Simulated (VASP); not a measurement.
Data:

```
TlBr
1.0
   12.14998     0.00000     0.00000
    0.00000    12.14998     0.00000
    0.00000     0.00000    12.14998
Tl Br
27 27
Direct
  0.00000   0.00000   0.00000
  0.00000   0.00000   0.33333
  0.00000   0.00000   0.66667
  0.00000   0.33333   0.00000
  0.00000   0.33333   0.33333
  0.00000   0.33333   0.66667
  0.00000   0.66667   0.00000
  0.00000   0.66667   0.33333
  0.00000   0.66667   0.66667
  0.33333   0.00000   0.00000
  0.33333   0.00000   0.33333
  0.33333   0.00000   0.66667
  0.33333   0.33333   0.00000
  0.33333   0.33333   0.33333
  0.33333   0.33333   0.66667
  0.33333   0.66667   0.00000
  0.33333   0.66667   0.33333
  0.33333   0.66667   0.66667
  0.66667   0.00000   0.00000
  0.66667   0.00000   0.33333
  0.66667   0.00000   0.66667
  0.66667   0.33333   0.00000
  0.66667   0.33333   0.33333
  0.66667   0.33333   0.66667
  0.66667   0.66667   0.00000
  0.66667   0.66667   0.33333
  0.66667   0.66667   0.66667
  0.16667   0.16667   0.16667
  0.16667   0.16667   0.50000
  0.16667   0.16667   0.83333
  0.16667   0.50000   0.16667
  0.16667   0.50000   0.50000
  0.16667   0.50000   0.83333
  0.16667   0.83333   0.16667
  0.16667   0.83333   0.50000
  0.16667   0.83333   0.83333
  0.50000   0.16667   0.16667
  0.50000   0.16667   0.50000
  0.50000   0.16667   0.83333
  0.50000   0.50000   0.16667
  0.50000   0.50000   0.50000
  0.50000   0.50000   0.83333
  0.50000   0.83333   0.16667
  0.50000   0.83333   0.50000
  0.50000   0.83333   0.83333
  0.83333   0.16667   0.16667
  0.83333   0.16667   0.50000
  0.83333   0.16667   0.83333
  0.83333   0.50000   0.16667
  0.83333   0.50000   0.50000
  0.83333   0.50000   0.83333
  0.83333   0.83333   0.16667
  0.83333   0.83333   0.50000
  0.83333   0.83333   0.83333
```

Calculation: PBE GGA, VASP's PBE PAW potentials (set 64) (plane waves; VASP). Run with PREC = Normal, LREAL = Auto, 400 eV cut-off, 1×1×1 Γ-centred mesh, Gaussian smearing of 0.050 eV, potentials Tl_d Br.

The supercell is sampled at Γ alone, which is coarse: total energies, pressure and levels can be off, energies of defects by several tenths of an eV.

Estimate the energy per atom (σ→0).

```json
{
  "energy per atom (σ→0)": "-2768 meV/atom"
}
```

The cell is a supercell, built from a database entry that may be metastable or hypothetical.
